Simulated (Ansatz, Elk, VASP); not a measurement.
# One structure in several programs: SrCl2 (P1, 3 atoms in the cell)

Self-consistent single point.

```
CELL_PARAMETERS angstrom
      0.00000     3.49000     3.49000
      3.49000     0.00000     3.49000
      3.49000     3.49000     0.00000
ATOMIC_POSITIONS crystal
  Sr 0.99730 0.99108 0.00238
  Cl 0.24109 0.25738 0.24815
  Cl 0.76162 0.75154 0.74947
```

Shared settings, as Ansatz (a program for electronic structure) writes them: kpoints.mp_grid.grid = 4 4 4; magnetization.spin_orbit = true; scf.occupations.method = fermi_dirac; scf.occupations.width = 0.0037 Ry. Potentials and cutoffs stand in the table.

| code | model | pressure (GPa) | largest force (eV/Å) | gap on the mesh (eV) | cutoff |
|---|---|---|---|---|---|
| VASP | PBE, spin-orbit coupling, VASP's PBE PAW potentials (set 64) | 0.86 | 0.264 | 5.310 | 300 eV |
| Ansatz | PBE with spin-orbit coupling, default PAW files | 1.04 | 0.262 | 5.321 | default |
| Elk | PBE, spin-orbit coupling in second variation, all-electron FP-LAPW, Elk's shipped species files, APW+lo basis with extra local orbitals | – | – | 5.285 | rgkmax 7.5 |

Size of the force on each atom (eV/Å): Sizes of forces hide their directions.

```json
[
 {"code": "VASP", "Sr1": "0.215", "Cl2": "0.186", "Cl3": "0.264"},
 {"code": "Ansatz", "Sr1": "0.210", "Cl2": "0.185", "Cl3": "0.262"}
]
```

A dash marks a value that a program does not give, or that is left out as unsure.

Gaps are read on the mesh.

The spread over the programs that give each value: pressure within 0.18 GPa; largest force within 0.002 eV/Å; gap on the mesh within 0.036 eV.

Elk treats all electrons, but the usual bases taken here (sphere radii, linearisation, local orbitals, empty states) were not tested for convergence, so the values are no reference for the others. Ansatz's pressure is given at a fixed set of plane waves, as the other plane-wave codes print theirs.

VASP's run is marked for a possible Pulay error in its stress at this cutoff; no cutoff test was made.

The starting cell has typed, rounded lattice constants, without a prior relaxation at this level. Its atoms were displaced at random from the sites of space group no. 225.

Left out of this page: SIESTA (not drawn, or without a comparable value).

Keys are those of Ansatz 0.2.
